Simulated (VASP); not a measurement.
TiBrF3:

```
Ti Br F
1.0
     3.92200    0.00000    0.00000
     0.00000    3.92200    0.00000
     0.00000    0.00000   11.76800
Ti Br F
2 2 6
Direct
  0.50000 0.00000 0.31747
  0.00000 0.50000 0.68253
  0.50000 0.00000 0.11353
  0.00000 0.50000 0.88647
  0.50000 0.00000 0.47000
  0.00000 0.00000 0.31730
  0.50000 0.50000 0.31730
  0.00000 0.50000 0.53000
  0.50000 0.50000 0.68270
  0.00000 0.00000 0.68270
```

The cell was built by a generator and needn't be a form met in nature.

```yaml
Program: VASP 6.6.1
Task: relaxation of cell and atoms
Functional: PBE
Potentials_or_basis: VASP PAW PBE potentials, release 64 (Ti_sv, Br, F)
Cutoff: 520 eV
k_mesh: 6 × 6 × 2
Occupations: gaussian, width 0.03 eV
Spin: no spin polarisation
```

At the start: pressure 0.9 GPa; volume 18.10 Å³/atom.

**Question.** How do energy, volume and symmetry change on relaxing?

**Answer.** Over 18 steps the energy falls by 3.6 meV/atom and the volume is 19.03 Å³/atom (+5.1 %); space group P4/nmm (No. 129, to 0.05 Å).

The path:
```
step  energy change (eV)  largest force (eV/Å)  pressure (GPa)  volume (Å³)
   1              0.0000                0.1068            0.88       181.02
   2             -0.0049                0.3951           -0.43       183.63
   3             -0.0061                0.2890           -0.03       182.83
   4             -0.0105                0.1772           -0.19       184.26
   5             -0.0105                0.1445           -0.18       184.11
   6             -0.0152                0.0655           -0.07       184.46
   7             -0.0179                0.1683            0.11       185.04
   8             -0.0212                0.1207            0.10       185.45
   9             -0.0238                0.1522            0.11       186.28
  10             -0.0263                0.1375            0.10       186.73
  11             -0.0321                0.0933            0.10       188.08
  12             -0.0349                0.2102            0.09       190.78
  13             -0.0352                0.1742            0.09       190.10
  14             -0.0339                0.2463           -0.26       191.05
  15             -0.0360                0.0180           -0.06       190.46
  16             -0.0360                0.0178           -0.05       190.44
  17             -0.0360                0.0228           -0.04       190.43
  18             -0.0360                0.0075            0.02       190.31
```

Final structure:
```xyz
10
Lattice="3.9326 0.0000 0.0000 0.0000 3.9326 0.0000 0.0000 0.0000 12.3057" Properties=species:S:1:pos:R:3 pbc="T T T"
Ti    1.9663    0.0000    3.8998
Ti    0.0000    1.9663    8.4058
Br    1.9663    0.0000    1.4963
Br    0.0000    1.9663   10.8094
F     1.9663    0.0000    5.6911
F     0.0000    0.0000    3.9202
F     1.9663    1.9663    3.9202
F     0.0000    1.9663    6.6145
F     1.9663    1.9663    8.3855
F     0.0000    0.0000    8.3855
```

Caveat: this functional lacks dispersion, which binds the layers, so the pressure and a relaxed spacing across them are unreliable.
